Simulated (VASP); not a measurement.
These are LDA (Ceperley-Alder, Perdew-Zunger), VASP's LDA PAW potentials (set 64) (plane waves; VASP) values and carry that method's errors.

VASP input:

INCAR:
```
SYSTEM = Nb
PREC = Accurate
ENCUT = 400
EDIFF = 1E-6
NELM = 100
ALGO = Normal
LREAL = .FALSE.
LASPH = .TRUE.
ISMEAR = 1
SIGMA = 0.1
LMAXMIX = 4
LWAVE = .FALSE.
LCHARG = .FALSE.
IBRION = 2
ISIF = 3
NSW = 60
EDIFFG = -0.01
```

POSCAR:
```
Nb
1.0
 -1.6500000000   1.6500000000   1.6500000000
  1.6500000000  -1.6500000000   1.6500000000
  1.6500000000   1.6500000000  -1.6500000000
Nb
1
direct
  0.0000000000   0.0000000000   0.0000000000
```

File KPOINTS:
```
K-points
0
Gamma
14 14 14
0 0 0
```

POTCAR, in this order: Nb_sv (LDA.64 set). Program: vasp_std.

Output of the run:

OSZICAR:
```
       N       E                     dE             d eps       ncg     rms          rms(c)
DAV:   1     0.992670781758E+02    0.99267E+02   -0.65357E+03  2088   0.108E+03
DAV:   2    -0.710059793204E+01   -0.10637E+03   -0.10380E+03  2310   0.404E+02
DAV:   3    -0.115155628189E+02   -0.44150E+01   -0.42598E+01  3280   0.690E+01
DAV:   4    -0.116925585248E+02   -0.17700E+00   -0.17543E+00  3012   0.121E+01
DAV:   5    -0.116969315659E+02   -0.43730E-02   -0.43712E-02  3212   0.170E+00    0.737E+00
DAV:   6    -0.112762109087E+02    0.42072E+00   -0.79840E-01  3238   0.115E+01    0.256E+00
DAV:   7    -0.112233935625E+02    0.52817E-01   -0.21713E-01  3282   0.573E+00    0.830E-01
DAV:   8    -0.112251345569E+02   -0.17410E-02   -0.99890E-03  2488   0.146E+00    0.522E-02
DAV:   9    -0.112251637848E+02   -0.29228E-04   -0.70895E-04  3558   0.290E-01    0.250E-02
DAV:  10    -0.112251676985E+02   -0.39137E-05   -0.11252E-05  2546   0.435E-02    0.125E-02
DAV:  11    -0.112251651160E+02    0.25825E-05   -0.35133E-06  2518   0.325E-02    0.251E-03
DAV:  12    -0.112251650642E+02    0.51867E-07   -0.94918E-08  1250   0.544E-03
   1 F= -.11225165E+02 E0= -.11225201E+02  d E =-.112252E+02
       N       E                     dE             d eps       ncg     rms          rms(c)
DAV:   1    -0.143921088794E+02   -0.31669E+01   -0.10303E+02  2576   0.170E+02    0.174E+01
DAV:   2    -0.114133346197E+02    0.29788E+01   -0.61770E+00  3032   0.384E+01    0.425E+00
DAV:   3    -0.110298274236E+02    0.38351E+00   -0.23737E+00  3154   0.195E+01    0.340E+00
DAV:   4    -0.111053692659E+02   -0.75542E-01   -0.10112E-01  3438   0.283E+00    0.143E+00
DAV:   5    -0.111511127483E+02   -0.45743E-01   -0.17881E-01  3638   0.342E+00    0.512E-01
DAV:   6    -0.111482758876E+02    0.28369E-02   -0.71373E-03  3126   0.801E-01    0.303E-02
DAV:   7    -0.111483592471E+02   -0.83359E-04   -0.71733E-04  3272   0.247E-01    0.106E-02
DAV:   8    -0.111483623586E+02   -0.31115E-05   -0.33636E-05  2612   0.522E-02    0.255E-03
DAV:   9    -0.111483624267E+02   -0.68050E-07   -0.15855E-06  1662   0.129E-02
   2 F= -.11148362E+02 E0= -.11148356E+02  d E =0.768026E-01
       N       E                     dE             d eps       ncg     rms          rms(c)
DAV:   1    -0.126925033775E+02   -0.15441E+01   -0.45373E+01  2502   0.112E+02    0.967E+00
DAV:   2    -0.113139702816E+02    0.13785E+01   -0.38383E+00  3178   0.286E+01    0.273E+00
DAV:   3    -0.111863012965E+02    0.12767E+00   -0.11125E+00  3198   0.119E+01    0.151E+00
DAV:   4    -0.112106911503E+02   -0.24390E-01   -0.23057E-02  2472   0.166E+00    0.107E+00
DAV:   5    -0.112506937662E+02   -0.40003E-01   -0.83496E-02  3508   0.205E+00    0.412E-01
DAV:   6    -0.112513891656E+02   -0.69540E-03   -0.10511E-03  2396   0.377E-01    0.286E-01
DAV:   7    -0.112520815147E+02   -0.69235E-03   -0.99102E-04  2602   0.477E-01    0.982E-03
DAV:   8    -0.112520874918E+02   -0.59771E-05   -0.75228E-05  2946   0.671E-02    0.257E-02
DAV:   9    -0.112520865312E+02    0.96061E-06   -0.12146E-05  2258   0.550E-02    0.786E-03
DAV:  10    -0.112520867243E+02   -0.19309E-06   -0.52428E-07  1164   0.114E-02
   3 F= -.11252087E+02 E0= -.11252226E+02  d E =-.269217E-01
       N       E                     dE             d eps       ncg     rms          rms(c)
DAV:   1    -0.112525800847E+02   -0.49355E-03   -0.14530E-02  2550   0.200E+00    0.182E-01
DAV:   2    -0.112521489844E+02    0.43110E-03   -0.10636E-03  3158   0.486E-01    0.478E-02
DAV:   3    -0.112521034013E+02    0.45583E-04   -0.33443E-04  3218   0.216E-01    0.308E-02
DAV:   4    -0.112521136098E+02   -0.10209E-04   -0.10954E-05  2792   0.334E-02    0.167E-02
DAV:   5    -0.112521224779E+02   -0.88681E-05   -0.27214E-05  3546   0.378E-02    0.608E-03
DAV:   6    -0.112521222708E+02    0.20719E-06   -0.43221E-07  1218   0.851E-03
   4 F= -.11252122E+02 E0= -.11252261E+02  d E =-.269572E-01
```

**OUTCAR**
```
------------------------ aborting loop because EDIFF is reached ----------------------------------------
  FORCE on cell =-STRESS in cart. coord.  units (eV):
  Direction    XX          YY          ZZ          XY          YZ          ZX
  --------------------------------------------------------------------------------------
  Total       -0.0024324     -0.0024324     -0.0024324     -0.0000000      0.0000000     -0.0000000
  in kB       -0.2285230     -0.2285230     -0.2285230     -0.0000000      0.0000000     -0.0000000
  external PRESSURE =      -0.2285230 kB  Pullay stress =       0.0000000 kB
  volume of cell :       17.05
      direct lattice vectors                 reciprocal lattice vectors
    -1.621516940  1.621516940  1.621516940     0.000000000  0.308353239  0.308353239
     1.621516940 -1.621516940  1.621516940     0.308353239  0.000000000  0.308353239
     1.621516940  1.621516940 -1.621516940     0.308353239  0.308353239  0.000000000
 POSITION                                       TOTAL-FORCE (eV/Angst)
 -----------------------------------------------------------------------------------
     -1.62152      1.62152      1.62152        -0.000000      0.000000     -0.000000
 -----------------------------------------------------------------------------------
    total drift:                               -0.000000     -0.000000      0.000000
  FREE ENERGIE OF THE ION-ELECTRON SYSTEM (eV)
  ---------------------------------------------------
  free  energy   TOTEN  =       -11.2521222708 eV

  energy  without entropy=      -11.2525379780  energy(sigma->0) =      -11.25226084

 reached required accuracy - stopping structural energy minimisation
```
(Selected blocks of OUTCAR.)

CONTCAR:
```
Nb
   1.00000000000000
    -1.6215169397460276    1.6215169397460276    1.6215169397460276
     1.6215169397460276   -1.6215169397460276    1.6215169397460276
     1.6215169397460276    1.6215169397460276   -1.6215169397460276
  Nb
     1
Direct
     1.0000000000000000    0.0000000000000000    0.0000000000000000
```

OUTCAR:
```
 val. band max:       11.7854711810   @ k =  -0.2857   0.4286   0.1429

 cond. band min:      11.8086532082   @ k =  -0.2857   0.3571   0.1429


 Fermi energy:        11.8068616248

 k-point     1 :       0.0000    0.0000    0.0000
  band No.  band energies     occupation
      1     -42.2229      2.00000
      2     -17.5453      2.00000
      3     -17.5453      2.00000
      4     -17.5453      2.00000
      5       5.7788      2.00000
      6      12.0998     -0.00028
      7      12.0998     -0.00028
      8      12.0998     -0.00028
      9      15.1907      0.00000
     10      15.1907      0.00000

 k-point     2 :       0.0714    0.0000    0.0000
  band No.  band energies     occupation
      1     -42.2078      2.00000
      2     -17.6332      2.00000
      3     -17.5717      2.00000
      4     -17.5462      2.00000
      5       6.0036      2.00000
      6      11.9595     -0.05291
      7      12.0657     -0.00154
      8      12.3173     -0.00000
      9      14.9749      0.00000
     10      15.1903      0.00000

 k-point     3 :       0.1429    0.0000    0.0000
  band No.  band energies     occupation
      1     -42.1654      2.00000
      2     -17.8751      2.00000
      3     -17.6448      2.00000
      4     -17.5487      2.00000
      5       6.6193      2.00000
      6      11.5919      2.00959
      7      11.9097     -0.05574
      8      12.9558     -0.00000
      9      14.6210      0.00000
     10      15.2066      0.00000

 k-point     4 :       0.2143    0.0000    0.0000
  band No.  band energies     occupation
      1     -42.1034      2.00000
      2     -18.2130      2.00000
      3     -17.7489      2.00000
      4     -17.5524      2.00000
      5       7.4211      2.00000
      6      11.1157      2.00000
      7      11.6763      2.06911
      8      13.9737      0.00000
      9      14.5536      0.00000
     10      15.2819      0.00000

 k-point     5 :       0.2857    0.0000    0.0000
...
```

Energy and stress use the plane-wave basis of the starting cell.

The compound is Nb in the bcc structure. This run relaxes it. Symmetry was kept, so distortions that lower it aren't found.
